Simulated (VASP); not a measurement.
**Pd₂SrP₂ (space group I4/mmm): computed properties**

These are PBEsol GGA, VASP's PBE PAW potentials (set 64) (plane waves; VASP) values and carry that method's errors.

| Item | Value |
|---|---|
| space group | I4/mmm (139) |
| cell | a = b = 4.2057 Å, c = 9.7053 Å, α = β = γ = 90.00° |
| volume per atom | 17.17 Å³/atom |
| band gap (over mesh and band path) | none (metal, semimetal or under 0.01 eV) |
| band gap with spin-orbit coupling | none (metallic) |
| density | 7.01 g/cm³ |

Pd2SrP2 is modelled in the tetragonal space group I4/mmm (No. 139), Pearson symbol tI10. Lattice parameters: a = 4.2057 Å, b = 4.2057 Å, c = 9.7053 Å, α = 90.00°, β = 90.00°, γ = 90.00°. Sr on 2a is surrounded by 8 P at 3.178 Å and 2 P at 3.732 Å and 8 Pd at 3.211 Å. P on 4e is coordinated by 1 P at 2.242 Å and 4 Pd at 2.475 Å and 4 Sr at 3.178 Å and 1 Sr at 3.732 Å. Pd on 4d is surrounded by 4 P at 2.475 Å and 4 Pd at 2.974 Å and 4 Sr at 3.211 Å. (Neighbours: up to the widest gap in distance over summed covalent radii, below 1.35, at either atom; cation-cation and far metal-metal contacts left out.)
(The calculation used a cell of 5 atoms; values per cell refer to that cell.)

The structure comes from a computed database's Pd2SrP2 entry (I4/mmm); how it stands against other phases isn't given here. It was relaxed first. Symmetry was kept, so distortions that lower it aren't found.
